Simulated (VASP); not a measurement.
```xyz
3
Lattice="0.0000 2.7475 2.7475 2.7475 0.0000 2.7475 2.7475 2.7475 0.0000" Properties=species:S:1:pos:R:3 pbc="T T T"
Ca     2.7475     0.0000     2.7475
F      1.3737     1.3737     1.3737
F      4.1212     4.1212     4.1212
```

These are vdW-DF2, VASP's PBE PAW potentials (set 64) (plane waves; VASP) values and carry that method's errors. Numerical set-up: 520 eV cut-off, 7×7×7 Γ-centred mesh, Gaussian smearing of 0.050 eV, potentials Ca_sv F.

Problem. Give the stress tensor in GPa (positive for a compressed cell).

Solution. 
```
2.63  0.00  0.00
0.00  2.63  0.00
0.00  0.00  2.63
```
The pressure is its mean diagonal, 2.63 GPa.

The compound is CaF2 in the fluorite structure. This cell is one point of a volume scan, at 0.97 of the reference volume.
